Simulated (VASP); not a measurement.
# Be2P (R3m) in VASP: reference runs

Reference runs on Be2P: the cell as given and a disturbed copy.

Everything below comes from runs of VASP 6.6.1. Logs are shortened: lines on timing, memory, paths and dates and some standing lists are left out, and cuts for length are marked.

## 1. Starting point

The structure is trigonal, space group R3m (No. 160). Conventional cell: a = 3.433 Å, b = 3.433 Å, c = 22.240 Å, α = 90.00°, β = 90.00°, γ = 120.00°. Around Be (site symmetry 3m) lie 4 Be at 2.04 to 2.32 Å and 3 P at 2.22 Å. Be (site symmetry 3m) is surrounded by 2 Be at 2.06 to 2.11 Å and 3 P at 2.23 Å. Be (site symmetry 3m) is surrounded by 4 Be at 2.06 to 2.32 Å and 4 P at 2.21 to 2.23 Å. Be (site symmetry 3m) has 2 Be at 2.04 to 2.11 Å and 3 P at 2.24 Å as nearest neighbours. P (site symmetry 3m) is surrounded by 7 Be at 2.21 to 2.24 Å. Around P (site symmetry 3m) lie 6 Be at 2.23 Å.

The cell was built by a generator and needn't be a form met in nature.

## 2. Single point, PBE

Input file INCAR:

```
  ALGO = Normal
  EDIFF = 1E-7
  ENCUT = 520
  GGA = PE
  ISIF = 2
  ISMEAR = -1
  LASPH = True
  LCHARG = False
  LREAL = False
  LWAVE = False
  NBANDS = 18
  NELM = 60
  PREC = Accurate
  SIGMA = 0.05
```

Input file KPOINTS:

```
k-points
0
Gamma
  9 9 9
```

Input file POSCAR:

```
Be2P
1.0
    1.7163400000      0.9909300000      7.4133300000
   -1.7163400000      0.9909300000      7.4133300000
    0.0000000000     -1.9818600000      7.4133300000
Be P
4 2
Direct
    0.1395000000      0.1395000000      0.1395000000
    0.9531900000      0.9531900000      0.9531900000
    0.8606400000      0.8606400000      0.8606400000
    0.0479400000      0.0479400000      0.0479400000
    0.7613500000      0.7613500000      0.7613500000
    0.5735700000      0.5735700000      0.5735700000
```

Potentials or basis: VASP PAW PBE potentials, release 64 (Be, P).

Started as:

```
> cat potpaw_PBE.64/Be/POTCAR potpaw_PBE.64/P/POTCAR > POTCAR
> mpirun -np 1 vasp_std > vasp.out
```

OUTCAR:

```text
EDIFF = 1E-7
   ENCUT = 520
   GGA = PE
   ISIF = 2
   ISMEAR = -1
   LASPH = True
   LREAL = False
   NELM = 60
   PREC = Accurate

 ion  position               nearest neighbor table
   1  0.139  0.139  0.139-   4 2.04   5 2.22   5 2.22   5 2.22   3 2.32   3 2.32   3 2.32
   2  0.953  0.953  0.953-   3 2.06   4 2.11   6 2.23   6 2.23   6 2.23
   3  0.861  0.861  0.861-   2 2.06   5 2.21   6 2.23   6 2.23   6 2.23   1 2.32   1 2.32   1 2.32

   4  0.048  0.048  0.048-   1 2.04   2 2.11   5 2.24   5 2.24   5 2.24
   5  0.761  0.761  0.761-   3 2.21   1 2.22   1 2.22   1 2.22   4 2.24   4 2.24   4 2.24
   6  0.574  0.574  0.574-   3 2.23   3 2.23   3 2.23   2 2.23   2 2.23   2 2.23

  LATTYP: Found a trigonal (rhomboedric) cell.
 ALAT       =     7.6736710217
 COS(alpha) =     0.8999468660

  Lattice vectors:

 A1 = (   1.7163400000,   0.9909300000,   7.4133300000)
 A2 = (  -1.7163400000,   0.9909300000,   7.4133300000)
 A3 = (   0.0000000000,  -1.9818600000,   7.4133300000)

Analysis of symmetry for initial positions (statically):
=====================================================================
 Subroutine PRICEL returns:
 Original cell was already a primitive cell.

 Routine SETGRP: Setting up the symmetry group for a
 trigonal (rhombohedral) supercell.

 Subroutine GETGRP returns: Found  6 space group operations
 (whereof  6 operations were pure point group operations)
 out of a pool of 12 trial point group operations.

The static configuration has the point symmetry C_3v.

Analysis of symmetry for dynamics (positions and initial velocities):
=====================================================================
 Subroutine PRICEL returns:
 Original cell was already a primitive cell.

 Routine SETGRP: Setting up the symmetry group for a
 trigonal (rhombohedral) supercell.

 Subroutine GETGRP returns: Found  6 space group operations
 (whereof  6 operations were pure point group operations)
 out of a pool of 12 trial point group operations.

The dynamic configuration has the point symmetry C_3v.

 Subroutine INISYM returns: Found  6 space group operations
 (whereof  6 operations are pure point group operations),
 and found     1 'primitive' translations

----------------------------------------------------------------------------------------

                                     Primitive cell

  volume of cell :      75.6503

  direct lattice vectors                    reciprocal lattice vectors
     1.716340000  0.990930000  7.413330000     0.291317571  0.168192170  0.044964049
    -1.716340000  0.990930000  7.413330000    -0.291317571  0.168192170  0.044964049
     0.000000000 -1.981860000  7.413330000     0.000000000 -0.336384339  0.044964049

  length of vectors
     7.673671022  7.673671022  7.673671269     0.339376338  0.339376338  0.339376177

  position of ions in fractional coordinates (direct lattice)
     0.139500000  0.139500000  0.139500000
     0.953190000  0.953190000  0.953190000
     0.860640000  0.860640000  0.860640000
     0.047940000  0.047940000  0.047940000
     0.761350000  0.761350000  0.761350000
     0.573570000  0.573570000  0.573570000

  ion indices of the primitive-cell ions
   primitive index   ion index
                 1           1
                 2           2
                 3           3
                 4           4
                 5           5
                 6           6

----------------------------------------------------------------------------------------

 KPOINTS: k-points

Automatic generation of k-mesh.
 Grid dimensions read from file:
 generate k-points for:    9    9    9

 Generating k-lattice:

  Cartesian coordinates                     Fractional coordinates (reciprocal lattice)
     0.032368619  0.018688019  0.004996005     0.111111111  0.000000000  0.000000000
    -0.032368619  0.018688019  0.004996005     0.000000000  0.111111111  0.000000000
     0.000000000 -0.037376038  0.004996005     0.000000000  0.000000000  0.111111111

  Length of vectors
     0.037708482  0.037708482  0.037708464

  Shift w.r.t. Gamma in fractional coordinates (k-lattice)
     0.000000000  0.000000000  0.000000000

 Subroutine IBZKPT returns following result:
 ===========================================

 Found     85 irreducible k-points:

 Following reciprocal coordinates:
            Coordinates               Weight
  0.000000  0.000000  0.000000      1.000000
  0.111111  0.000000  0.000000      6.000000
  0.222222  0.000000  0.000000      6.000000
  0.333333 -0.000000  0.000000      6.000000
  0.444444  0.000000  0.000000      6.000000
  0.111111  0.111111  0.000000      6.000000
[... 16 lines left out ...]
 -0.333333  0.333333  0.000000      6.000000
  0.444444  0.444444  0.000000      6.000000
 [... further k-points ...]
   k-points           NKPTS =     85   k-points in BZ     NKDIM =     85   number of bands    NBANDS=     18
   number of dos      NEDOS =    301   number of ions     NIONS =      6
   total plane-waves  NPLWV = 216000
   dimension x,y,z NGX =    60 NGY =   60 NGZ =   60
   dimension x,y,z NGXF=   120 NGYF=  120 NGZF=  120
   ions per type =               4   2
   NGX,Y,Z   is equivalent  to a cutoff of  13.00, 13.00, 13.00 a.u.
   NGXF,Y,Z  is equivalent  to a cutoff of  26.00, 26.00, 26.00 a.u.
 SYSTEM =  unknown system
   PREC   = accura    normal or accurate (medium, high low for compatibility)
   ISTART =      0    job   : 0-new  1-cont  2-samecut
   ICHARG =      2    charge: 1-file 2-atom 10-const
   ISPIN  =      1    spin polarized calculation?
   LNONCOLLINEAR =      F non collinear calculations
   LSORBIT =      F    spin-orbit coupling
   LASPH  =      T    aspherical Exc in radial PAW
   ENCUT  =  520.0 eV  38.22 Ry    6.18 a.u.  14.27 14.27 14.27*2*pi/ulx,y,z
   NELM   =     60;   NELMIN=  2; NELMDL= -5     # of ELM steps
   EDIFF  = 0.1E-06   stopping-criterion for ELM
   LREAL  =      F    real-space projection
   EDIFFG = 0.1E-05   stopping-criterion for IOM
   NSW    =      0    number of steps for IOM
   IBRION =     -1    ionic relax: 0-MD 1-quasi-New 2-CG
   NFREE  =      0    steps in history (QN), initial steepest desc. (CG)
   ISIF   =      2    stress and relaxation
   ISYM   =      2    0-nonsym 1-usesym 2-fastsym
   POTIM  = 0.5000    time-step for ionic-motion
   TEBEG  =    0.0;   TEEND  =   0.0 temperature during run
   PSTRESS=    0.0 pullay stress
   NELECT =      18.0000    total number of electrons
   NUPDOWN=      -1.0000    fix difference up-down
   EMIN   =  10.00;   EMAX   =-10.00  energy-range for DOS
   EFERMI =   0.00;   METHOD = LEGACY
   ISMEAR =    -1;   SIGMA  =   0.05  broadening in eV -4-tet -1-fermi 0-gaus
   EFERMI_NEDOS =   21; number of points for ismear=-14 and -15
   IALGO  =     38    algorithm
   IMIX   =      4    mixing-type and parameters
     AMIX     =   0.40;   BMIX     =  1.00
     AMIX_MAG =   1.60;   BMIX_MAG =  1.00
  volume/ion in A,a.u.               =      12.61        85.09
  Fermi-wavevector in a.u.,A,eV,Ry     =   1.014445  1.917024 14.001750  1.029100
  Thomas-Fermi vector in A             =   2.147673
   LORBIT       =      0    0 simple, 1 ext, 2 COOP (PROOUT), +10 PAW based schemes
   GGA     = PE    functional components
   LHFCALC =     F    Hartree Fock is set to
   AEXX    =    0.0000 exact exchange contribution
   IVDW    =     0    specifies the selected vdW correction
   LEPSILON=     F    determine dielectric tensor
   LRPA    =     F    only Hartree local field effects (RPA)
 non-spin polarized calculation
  energy-cutoff  :      520.00
  volume of cell :       75.65
 maximum number of plane-waves:      2063
 NGX is ok and might be reduce to    60
   NGX = 29   NGY = 29   NGZ = 29

 number of electron      18.0000000 magnetization

 Free energy of the ion-electron system (eV)
  ---------------------------------------------------
  ext. energy  EPLUGINS =         0.00000000
  ---------------------------------------------------
  free energy    TOTEN  =       -25.28978868 eV

  energy without entropy =      -25.28336711  energy(sigma->0) =      -25.28657790

 E-fermi :   5.7140     XC(G=0):  -9.8712

 val. band max:        5.7124998062   @ k =   0.3333   0.3333   0.2222
 cond. band min:       5.7437225272   @ k =   0.4444   0.4444   0.0000
 fundamental gap:      0.0312227210
 Fermi energy:         5.7139744618

 k-point     1 :       0.0000    0.0000    0.0000
  band No.  band energies     occupation
      1      -7.7952      2.00000
      2      -6.7536      2.00000
      3      -1.5637      2.00000
      4       3.0175      2.00000
      5       3.7409      2.00000
      6       4.4679      2.00000
[... 10 lines left out ...]
     17      11.8301      0.00000
     18      11.8301      0.00000

 k-point     2 :       0.1111    0.0000    0.0000
  band No.  band energies     occupation
      1      -7.6369      2.00000
      2      -6.6009      2.00000
      3      -1.4028      2.00000
      4       2.9021      2.00000
      5       3.3841      2.00000
      6       3.9017      2.00000
[... 10 lines left out ...]
     17      11.5141      0.00000
     18      11.6186      0.00000

 k-point     3 :       0.2222    0.0000    0.0000
  band No.  band energies     occupation
      1      -7.1745      2.00000
      2      -6.1608      2.00000
      3      -0.9332      2.00000
      4       1.2748      2.00000
      5       2.1608      2.00000
      6       3.1061      2.00000
[... 10 lines left out ...]
     17      12.1229      0.00000
     18      12.8778      0.00000

 k-point     4 :       0.3333   -0.0000    0.0000
  band No.  band energies     occupation
      1      -6.4653      2.00000
      2      -5.5161      2.00000
      3      -0.5519      2.00000
      4      -0.2570      2.00000
      5       0.4491      2.00000
      6       2.6643      2.00000
[... 10 lines left out ...]
     17      13.8622      0.00000
     18      14.0909      0.00000

 k-point     5 :       0.4444    0.0000    0.0000
  band No.  band energies     occupation
      1      -5.7353      2.00000
      2      -4.9632      2.00000
      3      -1.6850      2.00000
      4      -1.0727      2.00000
      5       0.7855      2.00000
      6       2.3443      2.00000
[... 10 lines left out ...]
     17      13.7061      0.00000
     18      14.1896      0.00000

 k-point     6 :       0.1111    0.1111    0.0000
  band No.  band energies     occupation
      1      -7.6342      2.00000
      2      -6.6064      2.00000
      3      -1.3808      2.00000
      4       2.7440      2.00000
      5       3.4028      2.00000
      6       3.9649      2.00000
[... 10 lines left out ...]
     17      11.2622      0.00000
     18      11.5948      0.00000

 k-point     7 :       0.2222    0.1111    0.0000
  band No.  band energies     occupation
      1      -7.3207      2.00000
      2      -6.3144      2.00000
      3      -1.0439      2.00000
      4       1.9849      2.00000
      5       2.5331      2.00000
      6       2.8861      2.00000
[... 10 lines left out ...]
     17      12.0525      0.00000
     18      12.4028      0.00000

 k-point     8 :       0.3333    0.1111   -0.0000
  band No.  band energies     occupation
      1      -6.7273      2.00000
      2      -5.7674      2.00000
      3      -0.4402      2.00000
      4       0.3376      2.00000
      5       1.0864      2.00000
      6       2.4255      2.00000
[... 10 lines left out ...]
     17      12.3283      0.00000
     18      13.0595      0.00000
[... 229 lines left out ...]
     17      11.8888      0.00000
     18      13.7914      0.00000

 k-point    20 :       0.3333    0.3333    0.0000
  band No.  band energies     occupation
      1      -6.4420      2.00000
      2      -5.5584      2.00000
      3      -0.4972      2.00000
      4      -0.1214      2.00000
      5       0.3809      2.00000
      6       2.5835      2.00000
[... 10 lines left out ...]
     17      13.7743      0.00000
     18      13.9903      0.00000

 k-point    21 :       0.4444    0.3333    0.0000
  band No.  band energies     occupation
      1      -5.9456      2.00000
      2      -5.1623      2.00000
      3      -1.0976      2.00000
      4      -0.5487      2.00000
      5       0.6610      2.00000
      6       1.6591      2.00000
[... 10 lines left out ...]
     17      13.2623      0.00000
     18      14.0512      0.00000

 k-point    22 :      -0.4444    0.3333   -0.0000
  band No.  band energies     occupation
      1      -5.3867      2.00000
      2      -4.7586      2.00000
      3      -1.2695      2.00000
      4      -0.9055      2.00000
      5       0.3891      2.00000
      6       1.0528      2.00000
[... 10 lines left out ...]
     17      13.0487      0.00000
     18      13.6517      0.00000

 k-point    23 :      -0.3333    0.3333    0.0000
  band No.  band energies     occupation
      1      -5.1275      2.00000
      2      -4.5622      2.00000
      3      -1.2623      2.00000
      4      -0.8215      2.00000
      5      -0.0536      2.00000
      6       0.2043      2.00000
[... 10 lines left out ...]
     17      13.5720      0.00000
     18      13.6410      0.00000

 k-point    24 :       0.4444    0.4444    0.0000
  band No.  band energies     occupation
      1      -5.6924      2.00000
      2      -5.0304      2.00000
      3      -1.6228      2.00000
      4      -1.1618      2.00000
      5       1.0623      2.00000
      6       2.2507      2.00000
[... 10 lines left out ...]
     17      13.3765      0.00000
     18      14.5773      0.00000

 [... further k-points ...]
[... 5 lines left out ...]
  --------------------------------------------------------------------------------------
  -------------------------------------------------------------------------------------
  Total        0.0284503      0.0284504     -0.0613612      0.0000000      0.0000000      0.0000000
  in kB        0.6025414      0.6025422     -1.2995515      0.0000000      0.0000000      0.0000000
  external PRESSURE =      -0.0314893 kB  Pullay stress =       0.0000000 kB

 VOLUME and BASIS-vectors are now :
 -----------------------------------------------------------------------------
  energy-cutoff  :      520.00
  volume of cell :       75.65
      direct lattice vectors                 reciprocal lattice vectors
     1.716340000  0.990930000  7.413330000     0.291317571  0.168192170  0.044964049
    -1.716340000  0.990930000  7.413330000    -0.291317571  0.168192170  0.044964049
     0.000000000 -1.981860000  7.413330000     0.000000000 -0.336384339  0.044964049

 POSITION                                       TOTAL-FORCE (eV/Angst)
 -----------------------------------------------------------------------------------
      0.00000      0.00000      3.10248         0.000000      0.000000      0.018326
      0.00000      0.00000     21.19894         0.000000      0.000000     -0.013126
      0.00000      0.00000     19.14062         0.000000      0.000000     -0.003052
      0.00000      0.00000      1.06619         0.000000      0.000000     -0.004393
      0.00000      0.00000     16.93242         0.000000     -0.000000     -0.021624
      0.00000      0.00000     12.75619         0.000000     -0.000000      0.023869
 -----------------------------------------------------------------------------------
    total drift:                                0.000000     -0.000002      0.000135

  FREE ENERGIE OF THE ION-ELECTRON SYSTEM (eV)
  ---------------------------------------------------
  free  energy   TOTEN  =       -25.2897886841 eV

  energy  without entropy=      -25.2833671086  energy(sigma->0) =      -25.28657790
```

It took 10 min on 1 thread of AMD EPYC 7R43 (Zen 3), shared host; peak memory 0.43 GiB.

What came out:

- Free energy: -25.2898 eV
- Pressure: 0.0 GPa
- Largest force: 0.024 eV/Å
- Band gap on the k mesh: none (metal or under the smearing width)

Forces on the atoms (eV/Å):
```
Be   0.000  0.000  0.018
Be   0.000  0.000 -0.013
Be   0.000  0.000 -0.003
Be   0.000  0.000 -0.004
P    0.000  0.000 -0.022
P    0.000  0.000  0.024
```

Levels at points of the mesh, in eV from the Fermi level:
| k point | band 6 | band 7 | band 8 | band 9 | band 10 | band 11 | band 12 | band 13 |
| --- | --- | --- | --- | --- | --- | --- | --- | --- |
| (0.00, 0.00, 0.00) | -1.25 | -1.25 | -0.62 | -0.62 | 3.16 | 3.39 | 3.39 | 3.78 |

(Part 1 of 2 ends here.)
